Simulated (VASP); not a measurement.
Given:

```xyz
1
Lattice="-2.6700 2.6700 2.6700 2.6700 -2.6700 2.6700 2.6700 2.6700 -2.6700" Properties=species:S:1:pos:R:3 pbc="T T T"
K      0.0000     0.0000     0.0000
```

Method: r2SCAN meta-GGA, VASP's PBE PAW potentials (set 64) (plane waves; VASP 6.6.1). Numerical set-up: 400 eV cut-off, 9×9×9 Γ-centred mesh, first-order Methfessel-Paxton smearing of 0.10 eV, potentials K_sv.

Question: What does the run give for the energy per atom (σ→0), band gap (on the k-mesh) with the smallest direct gap where there is one?

Answer: 
```json
{
 "band gap (on the k-mesh)": "none (metal, semimetal or under 0.01 eV)",
 "energy per atom (σ→0)": "-6.015 eV/atom"
}
```

Total energies compare only between runs with the same potentials, cut-off and functional.

The compound is K in the bcc structure. It was relaxed first. The start is the result of an earlier pass.
